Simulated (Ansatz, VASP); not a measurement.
## Ta24O55 (amorphous TaO2.29) in two plane-wave programs

Wanted: the spread between two codes on one cell, functional and k mesh. The structure shown is the start of the Ansatz relaxation below; VASP solves that cell, so the two are compared at the walk's first step.

Main program and level: Ansatz 0.2.0; plane waves, with VASP 6.6.1 beside it; single point at PBE.

**1. The structure**

The cell holds 79 atoms: 24 Ta and 55 O. Cell: a = 10.392 Å, b = 10.392 Å, c = 10.392 Å, α = 90.0°, β = 90.0°, γ = 90.0°. 79 atoms (24 Ta, 55 O) packed at random and pushed apart as soft spheres at 7.73 g/cm^3; MD (Langevin at fixed volume unless said) with the MACE-MP-0b2 small potential (Batatia et al., arXiv:2401.00096), steps of 2 fs: 0.7 ps at 3200 K, 3200 to 1920 K in 0.7 ps, 1920 to 300 K in 2 ps; then atoms relaxed.

**2. Ansatz: relaxation, PBE**

Ansatz runs on its default PAW (the set named soft_2) files.

The two programs are compared at the cell with which this relaxation starts, whose forces are those of its first step.

File input.yaml:

```yaml
crystal:
  lattice:
    - [10.39183, 0.0, 0.0]
    - [0.0, 10.39183, 0.0]
    - [0.0, 0.0, 10.39183]
  atoms:
    - { symbol: Ta, position: [0.92095, 0.82248, 0.2154] }
    - { symbol: Ta, position: [0.88787, 0.59948, 0.94922] }
    - { symbol: Ta, position: [0.1057, 0.75991, 0.79164] }
    - { symbol: Ta, position: [0.59851, 0.09809, 0.92613] }
    - { symbol: Ta, position: [0.66616, 0.74827, 0.85339] }
    - { symbol: Ta, position: [0.48803, 0.13409, 0.19656] }
    - { symbol: Ta, position: [0.89476, 0.96098, 0.81904] }
    - { symbol: Ta, position: [0.78071, 0.09888, 0.3891] }
    - { symbol: Ta, position: [0.65171, 0.63327, 0.16001] }
    - { symbol: Ta, position: [0.05781, 0.32046, 0.07106] }
    - { symbol: Ta, position: [0.2254, 0.71107, 0.09827] }
    - { symbol: Ta, position: [0.21116, 0.65311, 0.45671] }
    - { symbol: Ta, position: [0.18497, 0.02307, 0.04103] }
    - { symbol: Ta, position: [0.08148, 0.34096, 0.39415] }
    - { symbol: Ta, position: [0.04924, 0.47225, 0.66998] }
    - { symbol: Ta, position: [0.39262, 0.31721, 0.42483] }
    - { symbol: Ta, position: [0.41605, 0.40811, 0.0586] }
    - { symbol: Ta, position: [0.71293, 0.3279, 0.67026] }
    - { symbol: Ta, position: [0.04431, 0.11916, 0.55659] }
    - { symbol: Ta, position: [0.28721, 0.01355, 0.47429] }
    - { symbol: Ta, position: [0.43556, 0.90217, 0.73271] }
    - { symbol: Ta, position: [0.83651, 0.83246, 0.53685] }
    - { symbol: Ta, position: [0.56742, 0.59896, 0.51641] }
    - { symbol: Ta, position: [0.31185, 0.25601, 0.78084] }
    - { symbol: O, position: [0.27487, 0.83012, 0.76984] }
    - { symbol: O, position: [0.70795, 0.94338, 0.46858] }
    - { symbol: O, position: [0.53553, 0.73475, 0.70964] }
    - { symbol: O, position: [0.41175, 0.37265, 0.874] }
    - { symbol: O, position: [0.7802, 0.04972, 0.92847] }
    - { symbol: O, position: [0.96715, 0.60969, 0.78026] }
    - { symbol: O, position: [0.99368, 0.84059, 0.66708] }
    - { symbol: O, position: [0.65392, 0.16672, 0.28051] }
    - { symbol: O, position: [0.42287, 0.12557, 0.38612] }
    - { symbol: O, position: [0.83283, 0.97305, 0.23872] }
    - { symbol: O, position: [0.52862, 0.43382, 0.42864] }
    - { symbol: O, position: [0.35578, 0.58808, 0.06895] }
    - { symbol: O, position: [0.06501, 0.92533, 0.896] }
    - { symbol: O, position: [0.59784, 0.65931, 0.32842] }
    - { symbol: O, position: [0.18042, 0.17123, 0.40266] }
    - { symbol: O, position: [0.71722, 0.20253, 0.5379] }
    - { symbol: O, position: [0.21883, 0.84292, 0.45604] }
    - { symbol: O, position: [0.09222, 0.67141, 0.97316] }
    - { symbol: O, position: [0.21167, 0.06918, 0.63603] }
    - { symbol: O, position: [0.94205, 0.99185, 0.47214] }
    - { symbol: O, position: [0.71937, 0.56826, 0.88726] }
    - { symbol: O, position: [0.22758, 0.36849, 0.05544] }
    - { symbol: O, position: [0.38729, 0.64499, 0.49841] }
    - { symbol: O, position: [0.93161, 0.22103, 0.40038] }
    - { symbol: O, position: [0.93414, 0.76343, 0.38337] }
    - { symbol: O, position: [0.84341, 0.65524, 0.14162] }
    - { symbol: O, position: [0.2544, 0.439, 0.40376] }
    - { symbol: O, position: [0.56385, 0.00792, 0.08991] }
    - { symbol: O, position: [0.02065, 0.39806, 0.22805] }
    - { symbol: O, position: [0.66104, 0.24351, 0.81789] }
    - { symbol: O, position: [0.60983, 0.47882, 0.65198] }
    - { symbol: O, position: [0.18982, 0.66107, 0.27227] }
    - { symbol: O, position: [0.04568, 0.51709, 0.47885] }
    - { symbol: O, position: [0.16478, 0.63611, 0.65107] }
    - { symbol: O, position: [0.94101, 0.42286, 0.97564] }
    - { symbol: O, position: [0.22589, 0.13846, 0.90503] }
    - { symbol: O, position: [0.84662, 0.79283, 0.92931] }
    - { symbol: O, position: [0.07356, 0.30309, 0.58295] }
    - { symbol: O, position: [0.56889, 0.91559, 0.86564] }
    - { symbol: O, position: [0.36779, 0.28053, 0.60567] }
    - { symbol: O, position: [0.94359, 0.10515, 0.71372] }
    - { symbol: O, position: [0.40719, 0.31749, 0.22672] }
    - { symbol: O, position: [0.29407, 0.86279, 0.02936] }
    - { symbol: O, position: [0.58583, 0.47662, 0.10621] }
    - { symbol: O, position: [0.43934, 0.94657, 0.55894] }
    - { symbol: O, position: [0.30694, 0.08206, 0.16056] }
    - { symbol: O, position: [0.17025, 0.38294, 0.78022] }
    - { symbol: O, position: [0.08285, 0.87706, 0.15422] }
    - { symbol: O, position: [0.59579, 0.74533, 0.03025] }
    - { symbol: O, position: [0.52205, 0.23677, 0.03722] }
    - { symbol: O, position: [0.76096, 0.8648, 0.71724] }
    - { symbol: O, position: [0.04231, 0.13958, 0.09231] }
    - { symbol: O, position: [0.44406, 0.0949, 0.79959] }
    - { symbol: O, position: [0.87761, 0.39938, 0.69178] }
    - { symbol: O, position: [0.73512, 0.68069, 0.53878] }
kpoints:
  mp_grid: { grid: [1, 1, 1] }
hamiltonian:
  xc: pbe
scf:
  occupations: { method: fermi_dirac, width: 0.1 }
output:
  forces: true
relax:
  f_tol: 0.04
  max_steps: 250
  cell: {}
```

Run with:

```
ansatz run input.yaml --threads 4 --pin off --max-ram 8192MiB --backend cpu --events-out ev --progress --plain --runs-dir out
```

Numbers of over 12 decimals in the logs are rounded to 6 here.

The log of the run:

```text
Engine: ansatz 0.2.0, aarch64-unknown-linux-gnu
Pseudopotentials: kind: paw
Pseudopotential: Ta, paw, valence charge 13, recommended cutoff 420 eV (normal), Ta.paw.azcp
Pseudopotential: O, paw, valence charge 6, recommended cutoff 420 eV (normal), O.paw.azcp
Functional definition: PBE
  parameter kappa = 0.804
  parameter beta = 0.066725
  exchange = pbe_x(kappa = kappa, mu = beta*pi^2/3)
  correlation = pbe_c(beta = beta)
Crystal: 79 atoms, lattice volume = 1122.215 Å³
Basis set: ecut = 420 eV, 21975 PW (Γ), exchange–correlation on 144×144×144 points (8 copies of the dense FFT grid, shifted against one another)
Bands: 400, of which v1, the nominal top of the filled ones, is band 321 counted from 1 (320 counted from 0)
Symmetry: 1 space group operations
Space group: P1 (ITA 1), of the structure as read, at distance tolerance 1.0e-4 Å
k-points: 1
Non-local potential: Ta, projectors of the file, l = 0: 3, l = 1: 2, l = 2: 2, l = 3: 1
Non-local potential: O, projectors of the file, l = 0: 2, l = 1: 2, l = 2: 1
PAW form: soft (Blöchl's): semilocal exchange-correlation on the pseudo side does not see the compensation charge
PAW one-centre angular grid: Ta, 590 points (default); XC on 64 Gauss nodes
PAW one-centre angular grid: O, 110 points (default); XC on 64 Gauss nodes
Initial density: superposition of atomic densities (neutral atoms: chi_scale 0, normalization atom), corrected by the library's trained network
Initial wavefunctions: pseudopotential atomic-orbital guess
Functional: x = pbe(κ = 0.804, μ = 0.219515), c = pbe(β = 0.066725)
SCF iter   1: F=—  HF=-269648.909150 eV  |F-HF|=—  |Δ(HF+E_count)|=         —  Δρ=9.57e-3  dr2=3.01e0  ethr=1.77e-3  ⟨swp⟩=6.0  Hψ=1515  notcnv=0
preconditioner: auto → LDOS  [metal: Δε(μ)=0.073 eV  Ē_g=11.297 eV  σ=0.100 eV  W_gap=0.18  n_scr=256 (ndim 8)  ℏωp=23.5 eV  f_vac=0.142  D(μ)=30.59/eV (n_scr^D=202)  β→1.0]
SCF iter   2: F=—  HF=-269648.711478 eV  |F-HF|=—  |Δ(HF+E_count)|=   1.98e-1  Δρ=5.31e-3  dr2=3.41e-1  ethr=4.69e-4  ⟨swp⟩=2.0  Hψ=542  notcnv=0  defer=2
SCF iter   3: F=—  HF=-269648.685117 eV  |F-HF|=—  |Δ(HF+E_count)|=   2.64e-2  Δρ=3.93e-3  dr2=2.01e-1  ethr=5.30e-5  ⟨swp⟩=2.0  Hψ=703  notcnv=0  defer=2
SCF iter   4: F=—  HF=-269648.655086 eV  |F-HF|=—  |Δ(HF+E_count)|=   3.00e-2  Δρ=1.19e-3  dr2=3.45e-2  ethr=3.13e-5  ⟨swp⟩=2.0  Hψ=590  notcnv=0  defer=2
SCF iter   5: F=—  HF=-269648.651973 eV  |F-HF|=—  |Δ(HF+E_count)|=   3.11e-3  Δρ=6.40e-4  dr2=8.65e-3  ethr=5.37e-6  ⟨swp⟩=2.0  Hψ=564  notcnv=0  defer=2
SCF iter   6: F=—  HF=-269648.651067 eV  |F-HF|=—  |Δ(HF+E_count)|=   9.07e-4  Δρ=2.63e-4  dr2=1.85e-3  ethr=1.35e-6  ⟨swp⟩=2.0  Hψ=560  notcnv=0  defer=2
SCF iter   7: F=—  HF=-269648.650881 eV  |F-HF|=—  |Δ(HF+E_count)|=   1.86e-4  Δρ=1.12e-4  dr2=2.87e-4  ethr=2.88e-7  ⟨swp⟩=2.0  Hψ=553  notcnv=0  defer=2
SCF iter   8: F=—  HF=-269648.650903 eV  |F-HF|=—  |Δ(HF+E_count)|=   2.28e-5  Δρ=5.44e-5  dr2=6.29e-5  ethr=4.47e-8  ⟨swp⟩=2.0  Hψ=568  notcnv=0  defer=2
SCF iter   9: F=—  HF=-269648.652831 eV  |F-HF|=—  |Δ(HF+E_count)|=   1.93e-3  Δρ=2.93e-5  dr2=1.70e-5  ethr=9.80e-9  ⟨swp⟩=2.0  Hψ=586  notcnv=0  defer=2
SCF iter  10: F=—  HF=-269648.652829 eV  |F-HF|=—  |Δ(HF+E_count)|=   1.28e-6  Δρ=1.38e-5  dr2=4.03e-6  ethr=2.64e-9  ⟨swp⟩=2.0  Hψ=584  notcnv=0  defer=2
SCF iter  11: F=—  HF=-269648.652829 eV  |F-HF|=—  |Δ(HF+E_count)|=   2.74e-7  Δρ=6.66e-6  dr2=8.61e-7  ethr=6.27e-10  ⟨swp⟩=2.0  Hψ=584  notcnv=0  defer=2
SCF iter  12: F=—  HF=-269648.652829 eV  |F-HF|=—  |Δ(HF+E_count)|=   6.81e-9  Δρ=3.15e-6  dr2=2.01e-7  ethr=1.34e-10  ⟨swp⟩=2.0  Hψ=585  notcnv=0  defer=2
SCF iter  13: F=-269648.652829 eV  HF=-269648.652829 eV  |F-HF|=4.31e-8  |Δ(HF+E_count)|=   8.32e-9  Δρ=1.57e-6  dr2=5.45e-8  ethr=1.56e-11  ⟨swp⟩=4.0  Hψ=1078  notcnv=0
SCF 1 converged in 13 iterations: F = -269648.652829 eV  dr2 = 5.45e-8
  greatest PAW one-centre occupation: 1.000 electrons in one spin orbital (limit 2), on the Ta atom at site 17 (counted from 0), in its partial waves of l = 0
relax step   1: F+E_penalty+E_count = -269648.65282908 eV  Δ(F+E_penalty+E_count) = +0.000e0 eV  max|allowed force component| = 1.692e0 eV/Å  Δτ_max = 0.0000 Å  P = +2.859 GPa  Ω = 1122.215 Å³  (13 SCF iters, dr2 threshold 1.00e-7 eV, accepted)
Crystal: 79 atoms, lattice volume = 1157.086 Å³
Basis set: ecut = 420 eV, 22627 PW (Γ), exchange–correlation on 144×144×144 points (8 copies of the dense FFT grid, shifted against one another)
Initial density: handed on by an earlier stage of this run
Initial wavefunctions: those handed on with the density
iter 1 solved again at ethr=2.51e-4 eV; its pass at ethr=3.10e-3 eV (dr2=1.61e0 eV) is discarded
SCF iter   1: F=—  HF=-269649.832788 eV  |F-HF|=—  |Δ(HF+E_count)|=         —  Δρ=1.10e-2  dr2=1.61e0  ethr=2.51e-4  ⟨swp⟩=1.0  Hψ=2137  notcnv=0
[...]
atom  49  O     -0.00042042    -0.00193225     0.00118372
  atom  50  O     -0.02806597     0.00392907     0.02522907
  atom  51  O      0.00000581     0.00861189    -0.00511667
  atom  52  O     -0.00202845     0.00338738     0.00324564
  atom  53  O     -0.00327384     0.00656172    -0.00478734
  atom  54  O     -0.00738513    -0.00517410    -0.00063915
  atom  55  O     -0.00199533    -0.00604593     0.00433273
  atom  56  O     -0.00026301     0.00349037    -0.00743163
  atom  57  O      0.00214411     0.00829033     0.00189668
  atom  58  O      0.00020273    -0.00426315    -0.00373205
  atom  59  O      0.00401582    -0.00056019     0.00288080
  atom  60  O     -0.00529274    -0.00357862    -0.00241198
  atom  61  O      0.00292952    -0.01647797    -0.00327365
  atom  62  O      0.00650260     0.00491690    -0.00000811
  atom  63  O     -0.00390311     0.00292934     0.00157665
  atom  64  O     -0.00144272    -0.00320680    -0.00616846
  atom  65  O      0.00003062    -0.00158263     0.00976035
  atom  66  O      0.00484495    -0.00524732     0.00139483
  atom  67  O     -0.00393750     0.00097685     0.00194459
  atom  68  O      0.00011295     0.00608723    -0.00044955
  atom  69  O     -0.00017130     0.00122159     0.00662697
  atom  70  O     -0.00927259    -0.00062641    -0.00864832
  atom  71  O     -0.00326667     0.00671150    -0.00062761
  atom  72  O     -0.00103073    -0.00561106    -0.00983259
  atom  73  O      0.00648339    -0.00731310    -0.01684941
  atom  74  O      0.00530282     0.00491972     0.00206347
  atom  75  O     -0.00571988    -0.00221421    -0.00381483
  atom  76  O     -0.00509231    -0.00304918     0.00314299
  atom  77  O      0.00440328     0.00219113     0.00607815
  atom  78  O      0.00725343     0.00236908    -0.00384066
  atom  79  O      0.00424855     0.00760969     0.00306290
  max |Σ_I F_I| component: 7.49e-6 eV/Å
--- Stress (GPa, compression-positive) ---
        0.003373      -0.015782       0.006924
       -0.015782       0.007690      -0.006691
        0.006924      -0.006691       0.020981
  P = ⅓ Tr σ = 0.0107 GPa (0.107 kbar)
--- Relaxed structure (73 steps of the walk, 62 accepted, 2 SCFs on fresh bases) ---
  F+E_penalty+E_count = -269653.92426694 eV   max|allowed force component| = 2.807e-2 eV/Å   (the final SCF, on the basis selected at the relaxed cell)
  cell:  # Å, volume = 1127.2609 Å³
    - [10.663641, -0.174270, -0.188263]
    - [-0.174270, 10.030379, -0.143691]
    - [-0.188263, -0.143691, 10.547519]
  atoms:
    - { symbol: Ta, position: [0.911060, 0.839421, 0.237978] }
    - { symbol: Ta, position: [0.933072, 0.654139, 0.941452] }
    - { symbol: Ta, position: [0.107048, 0.767485, 0.772890] }
    - { symbol: Ta, position: [0.597079, 0.092281, 0.929761] }
    - { symbol: Ta, position: [0.696374, 0.747314, 0.844058] }
    - { symbol: Ta, position: [0.450335, 0.127474, 0.186938] }
    - { symbol: Ta, position: [0.908191, 0.950401, 0.891865] }
    - { symbol: Ta, position: [0.745600, 0.101099, 0.398884] }
    - { symbol: Ta, position: [0.635512, 0.648141, 0.154174] }
    - { symbol: Ta, position: [0.093086, 0.300987, 0.025272] }
    - { symbol: Ta, position: [0.243952, 0.640560, 0.094664] }
    - { symbol: Ta, position: [0.211964, 0.631479, 0.442444] }
    - { symbol: Ta, position: [0.143705, -0.029356, 0.077260] }
    - { symbol: Ta, position: [0.040855, 0.301857, 0.379076] }
    - { symbol: Ta, position: [0.044232, 0.464211, 0.647734] }
    - { symbol: Ta, position: [0.393167, 0.321703, 0.420946] }
    - { symbol: Ta, position: [0.438385, 0.411289, 0.053198] }
    - { symbol: Ta, position: [0.705348, 0.339253, 0.683047] }
    - { symbol: Ta, position: [0.041302, 0.087743, 0.605837] }
    - { symbol: Ta, position: [0.254050, 0.0066587, 0.475496] }
    - { symbol: Ta, position: [0.439676, 0.895433, 0.719321] }
    - { symbol: Ta, position: [0.836459, 0.841615, 0.552158] }
    - { symbol: Ta, position: [0.568642, 0.616111, 0.509689] }
    - { symbol: Ta, position: [0.317825, 0.253170, 0.765171] }
    - { symbol: O, position: [0.295518, 0.813606, 0.774559] }
    - { symbol: O, position: [0.695640, 0.937218, 0.485291] }
    - { symbol: O, position: [0.544165, 0.741404, 0.671457] }
    - { symbol: O, position: [0.419587, 0.381872, 0.873930] }
    - { symbol: O, position: [0.764444, 0.043660, 0.964430] }
    - { symbol: O, position: [0.984899, 0.610312, 0.764063] }
    - { symbol: O, position: [1.022104, 0.863677, 0.638648] }
    - { symbol: O, position: [0.601205, 0.138333, 0.299107] }
    - { symbol: O, position: [0.366984, 0.124451, 0.365218] }
    - { symbol: O, position: [0.798570, 0.970788, 0.253194] }
    - { symbol: O, position: [0.531618, 0.440202, 0.420790] }
    - { symbol: O, position: [0.424811, 0.610677, 0.101823] }
    - { symbol: O, position: [0.112682, 0.927210, 0.892423] }
    - { symbol: O, position: [0.596602, 0.679208, 0.326907] }
    - { symbol: O, position: [0.132141, 0.145264, 0.414616] }
    - { symbol: O, position: [0.701620, 0.218473, 0.543897] }
    - { symbol: O, position: [0.210568, 0.825976, 0.434796] }
    - { symbol: O, position: [0.139129, 0.652894, 0.945973] }
    - { symbol: O, position: [0.227094, 0.095416, 0.649037] }
    - { symbol: O, position: [0.907132, 1.026564, 0.491148] }
    - { symbol: O, position: [0.760159, 0.581699, 0.894997] }
    - { symbol: O, position: [0.249194, 0.434825, 0.055764] }
    - { symbol: O, position: [0.385064, 0.641959, 0.479927] }
    - { symbol: O, position: [0.873877, 0.237446, 0.350730] }
[...]
- { symbol: O, position: [0.069817, 0.940669, 0.238262] }
    - { symbol: O, position: [0.620648, 0.758113, 0.010598] }
    - { symbol: O, position: [0.521004, 0.233837, 0.042581] }
    - { symbol: O, position: [0.800262, 0.872371, 0.734082] }
    - { symbol: O, position: [0.019979, 0.114426, 0.029619] }
    - { symbol: O, position: [0.431447, 0.090200, 0.806253] }
    - { symbol: O, position: [0.868400, 0.404266, 0.692615] }
    - { symbol: O, position: [0.745127, 0.675818, 0.542341] }
```

[end of part 1 of 2]

[Lines on the potential files, build, host, timing and source positions are cut from VASP's logs without a mark.]

[Logs are printed without paths, hosts, clocks, repeated set-up lines and the standing remarks that a program may print on its own settings, such as how far it seeks lower states.]

[Hosts, paths, dates, database ids (printed as entryN), source tags and the programs' standing remarks are cut or masked in the printed files.]
